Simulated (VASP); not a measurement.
Level of theory: PBE GGA, VASP's PBE PAW potentials (set 64) (plane waves; VASP 6.6.1).

VASP input:

KPOINTS:
```
Automatic mesh
0
Gamma
6 6 6
0 0 0
```

POSCAR:
```
Na2S
1
    0.0000000000     3.2700000000     3.2700000000
    3.2700000000     0.0000000000     3.2700000000
    3.2700000000     3.2700000000     0.0000000000
Na S
2 1
Direct
  0.2500000000   0.2500000000   0.2500000000
  0.7500000000   0.7500000000   0.7500000000
  0.0000000000   0.0000000000   0.0000000000
```

### INCAR
```
LCHARG=.FALSE.
IMIX=1
BMIX=0.0001
LASPH=.TRUE.
GGA=PE
SYSTEM=Na2S
LWAVE=.FALSE.
PREC=Accurate
ALGO=Normal   # blocked Davidson
SIGMA=0.05   # width (eV)
LREAL=.FALSE.
ENCUT=400
ISMEAR=0   # Gaussian
AMIX=0.05
ISIF=2
NELM=100   # most electronic steps
EDIFF=1E-6   # SCF stop (eV)
```

POTCAR, in this order: Na_pv S (PBE.64 set). Program: vasp_std.

The run wrote:

### OSZICAR
```
...
DAV:  12    -0.101014956582E+02    0.41314E-01   -0.10740E-02   544   0.490E-01    0.287E+00
DAV:  13    -0.100698295566E+02    0.31666E-01   -0.82900E-03   550   0.428E-01    0.280E+00
DAV:  14    -0.100455928452E+02    0.24237E-01   -0.63944E-03   558   0.375E-01    0.273E+00
DAV:  15    -0.100270691646E+02    0.18524E-01   -0.49128E-03   544   0.326E-01    0.265E+00
DAV:  16    -0.100129358755E+02    0.14133E-01   -0.38008E-03   558   0.288E-01    0.257E+00
DAV:  17    -0.100021727869E+02    0.10763E-01   -0.29058E-03   544   0.250E-01    0.248E+00
DAV:  18    -0.999399533708E+01    0.81774E-02   -0.22504E-03   558   0.221E-01    0.240E+00
DAV:  19    -0.998780031399E+01    0.61950E-02   -0.17208E-03   536   0.193E-01    0.231E+00
DAV:  20    -0.998312454315E+01    0.46758E-02   -0.13352E-03   542   0.172E-01    0.222E+00
DAV:  21    -0.997961263231E+01    0.35119E-02   -0.10258E-03   520   0.152E-01    0.212E+00
DAV:  22    -0.997699152258E+01    0.26211E-02   -0.79572E-04   506   0.136E-01    0.203E+00
DAV:  23    -0.997505208606E+01    0.19394E-02   -0.61639E-04   512   0.121E-01    0.194E+00
DAV:  24    -0.997363352879E+01    0.14186E-02   -0.47806E-04   486   0.109E-01    0.185E+00
DAV:  25    -0.997261266898E+01    0.10209E-02   -0.37365E-04   492   0.979E-02    0.176E+00
DAV:  26    -0.997189486956E+01    0.71780E-03   -0.29172E-04   484   0.884E-02    0.167E+00
DAV:  27    -0.997140740008E+01    0.48747E-03   -0.22998E-04   486   0.804E-02    0.159E+00
DAV:  28    -0.997109451963E+01    0.31288E-03   -0.18206E-04   484   0.734E-02    0.151E+00
DAV:  29    -0.997091338924E+01    0.18113E-03   -0.14509E-04   478   0.673E-02    0.143E+00
DAV:  30    -0.997083111300E+01    0.82276E-04   -0.11633E-04   478   0.620E-02    0.135E+00
DAV:  31    -0.997082240498E+01    0.87080E-05   -0.94087E-05   478   0.573E-02    0.127E+00
DAV:  32    -0.997086784537E+01   -0.45440E-04   -0.76444E-05   478   0.531E-02    0.120E+00
DAV:  33    -0.997095252152E+01   -0.84676E-04   -0.63014E-05   478   0.495E-02    0.113E+00
DAV:  34    -0.997106500113E+01   -0.11248E-03   -0.52060E-05   472   0.462E-02    0.107E+00
DAV:  35    -0.997119652424E+01   -0.13152E-03   -0.43582E-05   466   0.433E-02    0.100E+00
DAV:  36    -0.997134040181E+01   -0.14388E-03   -0.36645E-05   454   0.407E-02    0.945E-01
DAV:  37    -0.997149155103E+01   -0.15115E-03   -0.31243E-05   466   0.384E-02    0.889E-01
DAV:  38    -0.997164608714E+01   -0.15454E-03   -0.26623E-05   454   0.361E-02    0.835E-01
DAV:  39    -0.997180110395E+01   -0.15502E-03   -0.23094E-05   454   0.342E-02    0.784E-01
DAV:  40    -0.997195443814E+01   -0.15333E-03   -0.20042E-05   460   0.324E-02    0.736E-01
DAV:  41    -0.997210449003E+01   -0.15005E-03   -0.17570E-05   454   0.307E-02    0.690E-01
DAV:  42    -0.997225010844E+01   -0.14562E-03   -0.15470E-05   454   0.291E-02    0.647E-01
DAV:  43    -0.997239048693E+01   -0.14038E-03   -0.13720E-05   460   0.276E-02    0.606E-01
DAV:  44    -0.997252508415E+01   -0.13460E-03   -0.12201E-05   454   0.262E-02    0.568E-01
DAV:  45    -0.997265356444E+01   -0.12848E-03   -0.10919E-05   460   0.249E-02    0.532E-01
DAV:  46    -0.997277575020E+01   -0.12219E-03   -0.97887E-06   454   0.237E-02    0.498E-01
DAV:  47    -0.997289158456E+01   -0.11583E-03   -0.88156E-06   454   0.226E-02    0.466E-01
DAV:  48    -0.997300110287E+01   -0.10952E-03   -0.79582E-06   460   0.215E-02    0.436E-01
DAV:  49    -0.997310440829E+01   -0.10331E-03   -0.71954E-06   454   0.204E-02    0.408E-01
DAV:  50    -0.997320165612E+01   -0.97248E-04   -0.65272E-06   454   0.195E-02    0.381E-01
DAV:  51    -0.997329303886E+01   -0.91383E-04   -0.59271E-06   466   0.185E-02    0.356E-01
DAV:  52    -0.997337877420E+01   -0.85735E-04   -0.53878E-06   454   0.177E-02    0.333E-01
DAV:  53    -0.997345909830E+01   -0.80324E-04   -0.49084E-06   460   0.168E-02    0.311E-01
DAV:  54    -0.997353425757E+01   -0.75159E-04   -0.44739E-06   460   0.160E-02    0.291E-01
DAV:  55    -0.997360450345E+01   -0.70246E-04   -0.40811E-06   460   0.153E-02    0.272E-01
DAV:  56    -0.997367008923E+01   -0.65586E-04   -0.37271E-06   454   0.145E-02    0.254E-01
DAV:  57    -0.997373126616E+01   -0.61177E-04   -0.34057E-06   466   0.139E-02    0.237E-01
DAV:  58    -0.997378828077E+01   -0.57015E-04   -0.31124E-06   454   0.132E-02    0.221E-01
DAV:  59    -0.997384137389E+01   -0.53093E-04   -0.28475E-06   460   0.126E-02    0.207E-01
DAV:  60    -0.997389077865E+01   -0.49405E-04   -0.26053E-06   460   0.120E-02    0.193E-01
DAV:  61    -0.997393671966E+01   -0.45941E-04   -0.23843E-06   460   0.114E-02    0.180E-01
DAV:  62    -0.997397941256E+01   -0.42693E-04   -0.21832E-06   454   0.109E-02    0.168E-01
DAV:  63    -0.997401906369E+01   -0.39651E-04   -0.19992E-06   458   0.104E-02    0.157E-01
DAV:  64    -0.997405586877E+01   -0.36805E-04   -0.18320E-06   454   0.989E-03    0.147E-01
DAV:  65    -0.997409001449E+01   -0.34146E-04   -0.16778E-06   452   0.943E-03    0.137E-01
DAV:  66    -0.997412167750E+01   -0.31663E-04   -0.15379E-06   446   0.899E-03    0.128E-01
DAV:  67    -0.997415102451E+01   -0.29347E-04   -0.14072E-06   450   0.857E-03    0.120E-01
DAV:  68    -0.997417821317E+01   -0.27189E-04   -0.12949E-06   430   0.819E-03    0.112E-01
DAV:  69    -0.997420339175E+01   -0.25179E-04   -0.11814E-06   428   0.781E-03    0.105E-01
DAV:  70    -0.997422670035E+01   -0.23309E-04   -0.10969E-06   430   0.748E-03    0.985E-02
DAV:  71    -0.997424826953E+01   -0.21569E-04   -0.99258E-07   434   0.709E-03    0.923E-02
DAV:  72    -0.997426822156E+01   -0.19952E-04   -0.91457E-07   406   0.680E-03    0.865E-02
DAV:  73    -0.997428667188E+01   -0.18450E-04   -0.84138E-07   396   0.651E-03    0.812E-02
DAV:  74    -0.997430372812E+01   -0.17056E-04   -0.77159E-07   366   0.624E-03    0.762E-02
DAV:  75    -0.997431949105E+01   -0.15763E-04   -0.71284E-07   354   0.599E-03    0.716E-02
DAV:  76    -0.997433405394E+01   -0.14563E-04   -0.65898E-07   326   0.576E-03    0.673E-02
DAV:  77    -0.997434750567E+01   -0.13452E-04   -0.60623E-07   332   0.553E-03    0.633E-02
DAV:  78    -0.997435992777E+01   -0.12422E-04   -0.55391E-07   326   0.524E-03    0.596E-02
DAV:  79    -0.997437139550E+01   -0.11468E-04   -0.50947E-07   338   0.505E-03    0.562E-02
DAV:  80    -0.997438197989E+01   -0.10584E-04   -0.47090E-07   326   0.482E-03    0.530E-02
DAV:  81    -0.997439174662E+01   -0.97667E-05   -0.43217E-07   326   0.465E-03    0.501E-02
DAV:  82    -0.997440075688E+01   -0.90103E-05   -0.39943E-07   326   0.442E-03    0.474E-02
DAV:  83    -0.997440906792E+01   -0.83110E-05   -0.36552E-07   326   0.426E-03    0.448E-02
DAV:  84    -0.997441673208E+01   -0.76642E-05   -0.33764E-07   320   0.405E-03    0.425E-02
DAV:  85    -0.997442379860E+01   -0.70665E-05   -0.30838E-07   326   0.390E-03    0.403E-02
DAV:  86    -0.997443031269E+01   -0.65141E-05   -0.28462E-07   326   0.370E-03    0.383E-02
DAV:  87    -0.997443631649E+01   -0.60038E-05   -0.25972E-07   320   0.357E-03    0.365E-02
DAV:  88    -0.997444184912E+01   -0.55326E-05   -0.23955E-07   320   0.338E-03    0.347E-02
DAV:  89    -0.997444694667E+01   -0.50976E-05   -0.21856E-07   320   0.326E-03    0.331E-02
DAV:  90    -0.997445164241E+01   -0.46957E-05   -0.20147E-07   320   0.309E-03    0.316E-02
DAV:  91    -0.997445596764E+01   -0.43252E-05   -0.18385E-07   320   0.297E-03    0.302E-02
DAV:  92    -0.997445995078E+01   -0.39831E-05   -0.16940E-07   320   0.282E-03    0.289E-02
DAV:  93    -0.997446361848E+01   -0.36677E-05   -0.15463E-07   320   0.271E-03    0.277E-02
DAV:  94    -0.997446699512E+01   -0.33766E-05   -0.14243E-07   320   0.257E-03    0.266E-02
DAV:  95    -0.997447010326E+01   -0.31081E-05   -0.12975E-07   302   0.247E-03    0.255E-02
DAV:  96    -0.997447296418E+01   -0.28609E-05   -0.12048E-07   314   0.235E-03    0.245E-02
DAV:  97    -0.997447559679E+01   -0.26326E-05   -0.10942E-07   284   0.225E-03    0.235E-02
DAV:  98    -0.997447801948E+01   -0.24227E-05   -0.10160E-07   302   0.214E-03    0.226E-02
DAV:  99    -0.997448024841E+01   -0.22289E-05   -0.91846E-08   266   0.205E-03    0.218E-02
DAV: 100    -0.997448229879E+01   -0.20504E-05   -0.85466E-08   254   0.196E-03
   1 F= -.99744823E+01 E0= -.99744823E+01  d E =-.397715E-12
```

OUTCAR:
```
------------------------ aborting loop EDIFF was not reached (unconverged)  ----------------------------
  FORCE on cell =-STRESS in cart. coord.  units (eV):
  Direction    XX          YY          ZZ          XY          YZ          ZX
  --------------------------------------------------------------------------------------
  Total        0.1064947      0.1064947      0.1064947      0.0000000      0.0000000      0.0000000
  in kB        2.4398615      2.4398615      2.4398615      0.0000000      0.0000000      0.0000000
  external PRESSURE =       2.4398615 kB  Pullay stress =       0.0000000 kB
  volume of cell :       69.93
      direct lattice vectors                 reciprocal lattice vectors
     0.000000000  3.270000000  3.270000000    -0.152905199  0.152905199  0.152905199
     3.270000000  0.000000000  3.270000000     0.152905199 -0.152905199  0.152905199
     3.270000000  3.270000000  0.000000000     0.152905199  0.152905199 -0.152905199
 POSITION                                       TOTAL-FORCE (eV/Angst)
 -----------------------------------------------------------------------------------
      1.63500      1.63500      1.63500        -0.000000      0.000000      0.000000
      4.90500      4.90500      4.90500         0.000000     -0.000000     -0.000000
      0.00000      0.00000      0.00000         0.000000      0.000000      0.000000
 -----------------------------------------------------------------------------------
    total drift:                                0.000000     -0.000000      0.000000
  FREE ENERGIE OF THE ION-ELECTRON SYSTEM (eV)
  ---------------------------------------------------
  free  energy   TOTEN  =        -9.9744822988 eV

  energy  without entropy=       -9.9744822988  energy(sigma->0) =       -9.97448230
```
(Selected blocks of OUTCAR.)

**stdout**
```
...
DAV:  81    -0.997439174662E+01   -0.97667E-05   -0.43217E-07   326   0.465E-03    0.501E-02
DAV:  82    -0.997440075688E+01   -0.90103E-05   -0.39943E-07   326   0.442E-03    0.474E-02
DAV:  83    -0.997440906792E+01   -0.83110E-05   -0.36552E-07   326   0.426E-03    0.448E-02
DAV:  84    -0.997441673208E+01   -0.76642E-05   -0.33764E-07   320   0.405E-03    0.425E-02
DAV:  85    -0.997442379860E+01   -0.70665E-05   -0.30838E-07   326   0.390E-03    0.403E-02
DAV:  86    -0.997443031269E+01   -0.65141E-05   -0.28462E-07   326   0.370E-03    0.383E-02
DAV:  87    -0.997443631649E+01   -0.60038E-05   -0.25972E-07   320   0.357E-03    0.365E-02
DAV:  88    -0.997444184912E+01   -0.55326E-05   -0.23955E-07   320   0.338E-03    0.347E-02
DAV:  89    -0.997444694667E+01   -0.50976E-05   -0.21856E-07   320   0.326E-03    0.331E-02
DAV:  90    -0.997445164241E+01   -0.46957E-05   -0.20147E-07   320   0.309E-03    0.316E-02
DAV:  91    -0.997445596764E+01   -0.43252E-05   -0.18385E-07   320   0.297E-03    0.302E-02
DAV:  92    -0.997445995078E+01   -0.39831E-05   -0.16940E-07   320   0.282E-03    0.289E-02
DAV:  93    -0.997446361848E+01   -0.36677E-05   -0.15463E-07   320   0.271E-03    0.277E-02
DAV:  94    -0.997446699512E+01   -0.33766E-05   -0.14243E-07   320   0.257E-03    0.266E-02
DAV:  95    -0.997447010326E+01   -0.31081E-05   -0.12975E-07   302   0.247E-03    0.255E-02
DAV:  96    -0.997447296418E+01   -0.28609E-05   -0.12048E-07   314   0.235E-03    0.245E-02
DAV:  97    -0.997447559679E+01   -0.26326E-05   -0.10942E-07   284   0.225E-03    0.235E-02
DAV:  98    -0.997447801948E+01   -0.24227E-05   -0.10160E-07   302   0.214E-03    0.226E-02
DAV:  99    -0.997448024841E+01   -0.22289E-05   -0.91846E-08   266   0.205E-03    0.218E-02
DAV: 100    -0.997448229879E+01   -0.20504E-05   -0.85466E-08   254   0.196E-03

 -----------------------------------------------------------------------------
|                                                                             |
|           W    W    AA    RRRRR   N    N  II  N    N   GGGG   !!!           |
|           W    W   A  A   R    R  NN   N  II  NN   N  G    G  !!!           |
|           W    W  A    A  R    R  N N  N  II  N N  N  G       !!!           |
|           W WW W  AAAAAA  RRRRR   N  N N  II  N  N N  G  GGG   !            |
|           WW  WW  A    A  R   R   N   NN  II  N   NN  G    G                |
|           W    W  A    A  R    R  N    N  II  N    N   GGGG   !!!           |
|                                                                             |
|     The electronic self-consistency was not achieved in the given           |
|     number of steps (NELM). The forces and other quantities evaluated       |
|     might not be reliable so examine the results carefully. If you find     |
|     spurious results, we suggest increasing NELM, if you were close to      |
|     convergence or switching to a different ALGO or adjusting the           |
|     density mixing parameters otherwise.                                    |
|                                                                             |
 -----------------------------------------------------------------------------

   1 F= -.99744823E+01 E0= -.99744823E+01  d E =-.397715E-12
```

The run did not converge; its last values are not results.

The compound is Na2S in the antifluorite structure. The cell was not relaxed at this level. The run is one of a series of settings (AMIX = 0.05, BMIX = 0.0001, IMIX = 1 against the base run), some of them coarse on purpose.
